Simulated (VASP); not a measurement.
A VASP calculation is set up with these files.

**INCAR**
```
# general
SYSTEM  = MgI2
PREC    = Accurate
ENCUT   = 520
LREAL   = .FALSE.
LASPH   = .TRUE.

# electronic loop
EDIFF   = 1E-6
NELM    = 100
ALGO    = Normal
LMAXMIX = 4
LMIXTAU = .TRUE.

# smearing
ISMEAR  = 0
SIGMA   = 0.05

# functional
METAGGA = R2SCAN

# ions
IBRION  = 2
NSW     = 60
ISIF    = 3
EDIFFG  = -0.02

# output
LWAVE   = .FALSE.
LCHARG  = .FALSE.
```

### KPOINTS
```
Automatic
0
Gamma
6 6 3
```

POSCAR:
```
MgI2
1.0
  2.0648266229  -3.5763842003   0.0000000000
  2.0648266229   3.5763842003   0.0000000000
  0.0000000000   0.0000000000   6.8937153892
Mg I
1 2
Cart
  4.1296532458   0.0000000000   0.0000000000
  2.0648266229   1.1921304510   1.6666673708
  2.0648266229  -1.1921304510   5.2270480184
```

POTCAR, in this order: Mg I (PBE.64 set). Program: vasp_std.

Question: Translate this r2SCAN calculation to Ansatz.

Answer: One equivalent input (not run):
Ansatz 0.2 input:
```yaml
crystal:
  lattice:
    - [2.0648266, -3.5763842, 0.0000000]
    - [2.0648266, 3.5763842, 0.0000000]
    - [0.0000000, 0.0000000, 6.8937154]
  atoms:
    - { symbol: Mg, position: [1.0000000, 1.0000000, 0.0000000] }
    - { symbol: I, position: [0.3333330, 0.6666670, 0.2417662] }
    - { symbol: I, position: [0.6666670, 0.3333330, 0.7582338] }
kpoints:
  mp_grid: { grid: [6, 6, 3] }
hamiltonian:
  xc: r2scan
  pseudopotentials: { kind: paw }
scf:
  occupations: { method: gaussian, width: 0.05 }
  max_iter: 100
relax:
  max_steps: 60
  f_tol: 0.02
  cell: {}
output: { forces: true, stress: true, eigenvalues: true }
```
What does not carry over: each code has its own PAW files, so the cut-off isn't converted (ENCUT is set for VASP's; basis.ecutwfc is left out, and Ansatz then takes the one that its files recommend); Ansatz stops its SCF on the density residual and VASP on the energy change (EDIFF).

The compound is MgI2 in the 1T layered structure. This run relaxes it. Symmetry was kept, so distortions that lower it aren't found. The start is the result of an earlier pass.
